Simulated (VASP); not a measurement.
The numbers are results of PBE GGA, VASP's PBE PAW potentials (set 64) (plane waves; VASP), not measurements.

VASP input:

### POSCAR
```
PtS2
1
    1.7531920000    -3.0933310000     0.0000000000
    1.7531920000     3.0933310000     0.0000000000
    0.0000000000     0.0000000000     5.0249290000
Pt S
1 2
Direct
  0.0000000000   0.0000000000   0.0000000000
  0.3333330000   0.6666670000   0.2300000000
  0.6895910000   0.3562570000   0.7700000000
```

File KPOINTS:
```
Automatic mesh
0
Gamma
7 7 4
0 0 0
```

**INCAR**
```
SYSTEM  =  PtS2
PREC  =  Accurate; ENCUT  =  400; LREAL  =  .FALSE.
LASPH  =  .TRUE.
EDIFF  =  1E-6; NELM  =  100; ALGO  =  VeryFast
LMAXMIX  =  6
ISMEAR  =  0; SIGMA  =  0.05
GGA  =  PE
ISIF  =  2
LWAVE  =  .FALSE.; LCHARG  =  .FALSE.
```

POTCAR, in this order: Pt S (PBE.64 set). Program: vasp_std.

**Question.** What will the output report for the number of irreducible k-points (NKPTS), number of bands (NBANDS), largest plane-wave count, number of space-group operations, FFT grid (NGX, NGY, NGZ)?

**Answer.** 
The number of irreducible k-points (NKPTS) is 99. The number of bands (NBANDS) is 15. The largest plane-wave count comes out as 1004 and the number of space-group operations comes out as 1. The FFT grid (NGX, NGY, NGZ) is 24 × 24 × 36.

The compound is PtS2 in the 1T layered structure. The cell was not relaxed at this level, atoms are displaced from their ideal sites. The run is one of a series of settings (ALGO = VeryFast against the base run), some of them coarse on purpose.
